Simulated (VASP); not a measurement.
# Si3Bi2TeSe2 (P-4m2) in VASP: relaxation of cell and atoms with PBE

Aim: the relaxation of cell and atoms of Si3Bi2TeSe2 with PBE.

Program: VASP 6.6.1. These are calculated values, not measurements. Logs are shortened: lines on timing, memory, paths and dates and some standing lists are left out, and cuts for length are marked.

## 1. The structure

The structure is tetragonal, space group P-4m2 (No. 115). Conventional cell: a = 4.319 Å, b = 4.319 Å, c = 12.000 Å, α = 90.00°, β = 90.00°, γ = 90.00°. Si (site symmetry 2mm) has 2 Bi at 2.67 Å and 2 Se at 2.70 Å as nearest neighbours. Si (site symmetry -4m2) has 4 Bi at 2.66 Å as nearest neighbours. Bi (site symmetry 2mm) has 4 Si at 2.66 to 2.67 Å as nearest neighbours. Te (site symmetry -4m2) has 4 Se at 2.49 Å as nearest neighbours. Se (site symmetry 2mm) has 2 Te at 2.49 Å and 2 Si at 2.70 Å as nearest neighbours.

The cell was built by a generator and needn't be a form met in nature.

## 2. Relaxation of cell and atoms, PBE

Input file INCAR:

```
SYSTEM = Si3Bi2TeSe2
PREC = Normal ; ENCUT = 520
EDIFF = 1E-4 ; ISMEAR = 0
SIGMA = 0.15 ; LREAL = .False.
LASPH = .True. ; NELM = 60
ALGO = Fast ; ISIF = 3
LWAVE = .False. ; LCHARG = .False.
GGA = PE ; IBRION = 2
NSW = 24 ; EDIFFG = -0.08
```

Input file KPOINTS:

```
regular mesh
0
Gamma
  3 3 2
  0 0 0
```

Input file POSCAR:

```
Si3Bi2TeSe2
1.0
    4.3194609000      0.0000000000      0.0000000000
    0.0000000000      4.3194609000      0.0000000000
    0.0000000000      0.0000000000     12.0003142700
Si Bi Te Se
3 2 1 2
Direct
    0.5000000000      0.5000000000      0.7614640000
    0.0000000000      0.0000000000      0.5000000000
    0.5000000000      0.5000000000      0.2385360000
    0.0000000000      0.5000000000      0.6299769900
    0.5000000000      0.0000000000      0.3700230100
    0.0000000000      0.0000000000      0.0000000000
    0.0000000000      0.5000000000      0.1034230000
    0.5000000000      0.0000000000      0.8965770000
```

Potentials or basis: VASP PAW PBE potentials, release 64 (Si, Bi_d, Te, Se).

Command:

```console
cat potpaw_PBE.64/Si/POTCAR potpaw_PBE.64/Bi_d/POTCAR potpaw_PBE.64/Te/POTCAR potpaw_PBE.64/Se/POTCAR > POTCAR
mpirun -np 1 vasp_std > vasp.out
```

OUTCAR:

```text
SYSTEM = Si3Bi2TeSe2
   PREC = Normal
   ENCUT = 520
   EDIFF = 1E-4
   ISMEAR = 0
   LREAL = .False.
   LASPH = .True.
   NELM = 60
   ISIF = 3
   GGA = PE
   IBRION = 2
   NSW = 24
   EDIFFG = -0.08

 ion  position               nearest neighbor table
   1  0.500  0.500  0.761-   4 2.67   4 2.67   8 2.70   8 2.70
   2  0.000  0.000  0.500-   4 2.66   5 2.66   4 2.66   5 2.66
   3  0.500  0.500  0.239-   5 2.67   5 2.67   7 2.70   7 2.70
   4  0.000  0.500  0.630-   2 2.66   2 2.66   1 2.67   1 2.67
   5  0.500  0.000  0.370-   2 2.66   2 2.66   3 2.67   3 2.67
   6  0.000  0.000  0.000-   7 2.49   8 2.49   7 2.49   8 2.49
   7  0.000  0.500  0.103-   6 2.49   6 2.49   3 2.70   3 2.70
   8  0.500  0.000  0.897-   6 2.49   6 2.49   1 2.70   1 2.70

  LATTYP: Found a simple tetragonal cell.
 ALAT       =     4.3194609000
 C/A-ratio  =     2.7781972213

  Lattice vectors:

 A1 = (   4.3194609000,   0.0000000000,   0.0000000000)
 A2 = (   0.0000000000,   4.3194609000,   0.0000000000)
 A3 = (   0.0000000000,   0.0000000000,  12.0003142700)

Analysis of symmetry for initial positions (statically):
=====================================================================
 Subroutine PRICEL returns:
 Original cell was already a primitive cell.

 Routine SETGRP: Setting up the symmetry group for a
 simple tetragonal supercell.

 Subroutine GETGRP returns: Found  8 space group operations
 (whereof  8 operations were pure point group operations)
 out of a pool of 16 trial point group operations.

The static configuration has the point symmetry D_2d.

Analysis of symmetry for dynamics (positions and initial velocities):
=====================================================================
 Subroutine PRICEL returns:
 Original cell was already a primitive cell.

 Routine SETGRP: Setting up the symmetry group for a
 simple tetragonal supercell.

 Subroutine GETGRP returns: Found  8 space group operations
 (whereof  8 operations were pure point group operations)
 out of a pool of 16 trial point group operations.

The dynamic configuration has the point symmetry D_2d.

 Subroutine INISYM returns: Found  8 space group operations
 (whereof  8 operations are pure point group operations),
 and found     1 'primitive' translations

----------------------------------------------------------------------------------------

                                     Primitive cell

  volume of cell :     223.8988

  direct lattice vectors                    reciprocal lattice vectors
     4.319460900  0.000000000  0.000000000     0.231510372  0.000000000  0.000000000
     0.000000000  4.319460900  0.000000000     0.000000000  0.231510372  0.000000000
     0.000000000  0.000000000 12.000314270     0.000000000  0.000000000  0.083331151

  length of vectors
     4.319460900  4.319460900 12.000314270     0.231510372  0.231510372  0.083331151
[... 79 lines left out ...]
   NFREE  =      1    steps in history (QN), initial steepest desc. (CG)
   ISIF   =      3    stress and relaxation
   ISYM   =      2    0-nonsym 1-usesym 2-fastsym
   POTIM  = 0.5000    time-step for ionic-motion
   TEBEG  =    0.0;   TEEND  =   0.0 temperature during run
   PSTRESS=    0.0 pullay stress
   NELECT =      60.0000    total number of electrons
   NUPDOWN=      -1.0000    fix difference up-down
   EMIN   =  10.00;   EMAX   =-10.00  energy-range for DOS
   EFERMI =   0.00;   METHOD = LEGACY
   ISMEAR =     0;   SIGMA  =   0.15  broadening in eV -4-tet -1-fermi 0-gaus
   EFERMI_NEDOS =   21; number of points for ismear=-14 and -15
   IALGO  =     68    algorithm
   IMIX   =      4    mixing-type and parameters
     AMIX     =   0.40;   BMIX     =  1.00
     AMIX_MAG =   1.60;   BMIX_MAG =  1.00
  volume/ion in A,a.u.               =      27.99       188.87
  Fermi-wavevector in a.u.,A,eV,Ry     =   1.055459  1.994528 15.156803  1.113994
  Thomas-Fermi vector in A             =   2.190658
   LORBIT       =      0    0 simple, 1 ext, 2 COOP (PROOUT), +10 PAW based schemes
   GGA     = PE    functional components
   LHFCALC =     F    Hartree Fock is set to
   AEXX    =    0.0000 exact exchange contribution
   IVDW    =     0    specifies the selected vdW correction
   LEPSILON=     F    determine dielectric tensor
   LRPA    =     F    only Hartree local field effects (RPA)
 conjugate gradient relaxation of ions
 non-spin polarized calculation
 RMM-DIIS sequential band-by-band and
 Gauss-broadening in eV      SIGMA  =   0.15
  energy-cutoff  :      520.00
  volume of cell :      223.90
 maximum number of plane-waves:      6052
   NGX = 17   NGY = 17   NGZ = 45

--------------------------------------- Ionic step        1  -------------------------------------------

 number of electron      60.0000028 magnetization

 Free energy of the ion-electron system (eV)
  ---------------------------------------------------
  ext. energy  EPLUGINS =         0.00000000
  ---------------------------------------------------
  free energy    TOTEN  =       -27.37215467 eV

  energy without entropy =      -27.31290991  energy(sigma->0) =      -27.34253229

 E-fermi :   5.8461     XC(G=0):  -9.1048

 val. band max:        5.6947640604   @ k =   0.0000   0.0000   0.0000
 cond. band min:       5.8496236958   @ k =   0.0000   0.0000   0.0000
 fundamental gap:      0.1548596354
 Fermi energy:         5.8460996297

 k-point     1 :       0.0000    0.0000    0.0000
  band No.  band energies     occupation
      1     -17.2164      2.00000
      2     -17.2103      2.00000
      3     -17.2070      2.00000
      4     -17.2070      2.00000
      5     -17.1824      2.00000
      6     -17.1824      2.00000
[... 342 lines left out ...]
  FREE ENERGIE OF THE ION-ELECTRON SYSTEM (eV)
  ---------------------------------------------------
  free  energy   TOTEN  =       -29.6380760340 eV

  energy  without entropy=      -29.5778508433  energy(sigma->0) =      -29.60796344

[... ionic steps 4 to 17 ...]

--------------------------------------- Ionic step       18  -------------------------------------------

 number of electron      59.9999935 magnetization

------------------------ aborting loop because EDIFF is reached ----------------------------------------
[... 79 lines left out ...]
--------------------------------------- Ionic step       20  -------------------------------------------

 number of electron      59.9999935 magnetization

 Free energy of the ion-electron system (eV)
  ---------------------------------------------------
  ext. energy  EPLUGINS =         0.00000000
  ---------------------------------------------------
  free energy    TOTEN  =       -30.77569792 eV

  energy without entropy =      -30.69226455  energy(sigma->0) =      -30.73398124

 E-fermi :   4.2028     XC(G=0):  -8.4511

 val. band max:        4.1607413135   @ k =   0.0000   0.0000   0.5000
 cond. band min:       4.2119199918   @ k =   0.3333   0.0000   0.5000
 fundamental gap:      0.0511786783
 Fermi energy:         4.2028066148

 k-point     1 :       0.0000    0.0000    0.0000
  band No.  band energies     occupation
      1     -18.9734      2.00000
      2     -18.9683      2.00000
      3     -18.9572      2.00000
      4     -18.9572      2.00000
      5     -18.9464      2.00000
      6     -18.9464      2.00000
[... 258 lines left out ...]
  FREE ENERGIE OF THE ION-ELECTRON SYSTEM (eV)
  ---------------------------------------------------
  free  energy   TOTEN  =       -30.7756979197 eV

  energy  without entropy=      -30.6922645550  energy(sigma->0) =      -30.73398124

 reached required accuracy - stopping structural energy minimisation
```

Wall time 4.9 min (1 thread of Intel Xeon Platinum 8488C (Sapphire Rapids), shared host); peak memory 0.23 GiB.

What came out:

- Free energy: -30.7757 eV
- Relaxed volume: 32.42 Å³/atom
- Relaxed cell: a = 4.478 Å, b = 4.478 Å, c = 12.936 Å, α = 90.00°, β = 90.00°, γ = 90.00°
- Space group after relaxing (to 0.05 Å): P-4m2 (No. 115)
- Energy gained by relaxing: 425.4 meV/atom
- Ionic steps: 20
- Pressure after relaxing: -0.1 GPa
- Largest force after relaxing: 0.042 eV/Å
- Band gap on the k mesh: none (metal or under the smearing width)

Forces on the atoms (eV/Å):
```
Si   0.000  0.000 -0.042
Si   0.000  0.000  0.000
Si   0.000  0.000  0.042
Bi   0.000  0.000  0.014
Bi   0.000  0.000 -0.014
Te   0.000  0.000  0.000
Se   0.000  0.000  0.022
Se   0.000  0.000 -0.022
```

The path:
| step | energy change (eV) | largest force (eV/Å) | pressure (GPa) | volume (Å³) |
| --- | --- | --- | --- | --- |
| 1 | 0.0000 | 3.3442 | 12.59 | 223.90 |
| 2 | -2.0793 | 0.6859 | -2.94 | 302.98 |
| 3 | -2.2659 | 1.1052 | -0.69 | 280.91 |
| 4 | -2.4021 | 1.0309 | -0.54 | 277.08 |
| 5 | -2.7344 | 0.8910 | 0.02 | 265.77 |
| 6 | -2.8200 | 1.3835 | 1.96 | 243.84 |
| 7 | -2.9213 | 0.6971 | 0.80 | 254.44 |
| 8 | -2.9283 | 0.8530 | 0.94 | 252.02 |
| 9 | -3.0559 | 0.8918 | 0.42 | 254.30 |
| 10 | -3.1458 | 0.8989 | -0.32 | 257.75 |
| 11 | -3.2781 | 0.4857 | 0.00 | 255.96 |
| 12 | -3.3283 | 0.3808 | 0.38 | 254.35 |
| 13 | -3.3301 | 0.4592 | 0.46 | 253.96 |
| 14 | -3.3706 | 0.2530 | 0.12 | 258.13 |
| 15 | -3.3823 | 0.1758 | -0.52 | 262.12 |
| 16 | -3.4011 | 0.1040 | 0.09 | 257.93 |
| 17 | -3.4011 | 0.1029 | 0.13 | 257.90 |
| 18 | -3.4035 | 0.0851 | 0.15 | 258.99 |
| 19 | -3.4033 | 0.0875 | 0.00 | 259.59 |
| 20 | -3.4035 | 0.0416 | -0.11 | 259.36 |

Final structure:
```
CELL_PARAMETERS angstrom
4.47772 0.00000 0.00000
0.00000 4.47772 0.00000
0.00000 0.00000 12.93563
ATOMIC_POSITIONS crystal
Si 0.50000 0.50000 0.74365
Si 0.00000 0.00000 0.50000
Si 0.50000 0.50000 0.25635
Bi 0.00000 0.50000 0.62236
Bi 0.50000 0.00000 0.37764
Te 0.00000 0.00000 0.00000
Se 0.00000 0.50000 0.17000
Se 0.50000 0.00000 0.83000
```

Caveat: the k mesh is coarse (spacing up to 0.48 Å⁻¹), so the values aren't converged; the volume moved by over 15 % at a fixed basis, so the end points are rough; spin-orbit coupling is left out, which moves the levels of the heavy elements; the relaxation stopped at a loose force limit of 0.08 eV/Å, so its end isn't a converged minimum.
